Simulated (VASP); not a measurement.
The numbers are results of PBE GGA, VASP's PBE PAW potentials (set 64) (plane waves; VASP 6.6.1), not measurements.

Input for VASP

### KPOINTS
```
Automatic mesh
0
Gamma
8 8 4
0 0 0
```

**POSCAR**
```
SiC
1
    1.5400000000    -2.6673580000     0.0000000000
    1.5400000000     2.6673580000     0.0000000000
    0.0000000000     0.0000000000     5.0500000000
Si C
2 2
Direct
  0.6666670000   0.3333330000   0.5000000000
  0.3333330000   0.6666670000   0.0000000000
  0.6666670000   0.3333330000   0.8750000000
  0.3333330000   0.6666670000   0.3750000000
```

**INCAR**
```
ALGO = Normal
EDIFF = 1E-6
ENCUT = 520
GGA = PE
ISIF = 2
ISMEAR = -5
LASPH = T
LCHARG = F
LREAL = F
LWAVE = F
NELM = 100
PREC = Accurate
SYSTEM = SiC
```

POTCAR, in this order: Si C (PBE.64 set). Program: vasp_std.

### Question
Predict the energy per atom (σ→0), pressure.

### Answer

The energy per atom (σ→0) is -7.526 eV/atom and the pressure comes out as 26.9 kbar.

File OSZICAR:
```
...
DAV:   7    -0.301205955569E+02    0.93890E-01   -0.90167E-01   900   0.634E+00    0.245E+00
DAV:   8    -0.301051131339E+02    0.15482E-01   -0.46271E-02   804   0.161E+00    0.537E-01
DAV:   9    -0.301044946511E+02    0.61848E-03   -0.60554E-03   872   0.603E-01    0.131E-01
DAV:  10    -0.301047563522E+02   -0.26170E-03   -0.70052E-04   832   0.190E-01    0.535E-02
DAV:  11    -0.301047688384E+02   -0.12486E-04   -0.11425E-04   844   0.829E-02    0.122E-02
DAV:  12    -0.301047700499E+02   -0.12115E-05   -0.41533E-06   884   0.166E-02    0.284E-03
DAV:  13    -0.301047704594E+02   -0.40953E-06   -0.20177E-07   496   0.388E-03
   1 F= -.30104770E+02 E0= -.30104770E+02  d E =0.000000E+00
```

The compound is SiC in the wurtzite structure, the rare 2H polytype. The cell was not relaxed at this level. The run is one of a series of settings (ISMEAR = -5, SIGMA removed against the base run), some of them coarse on purpose.
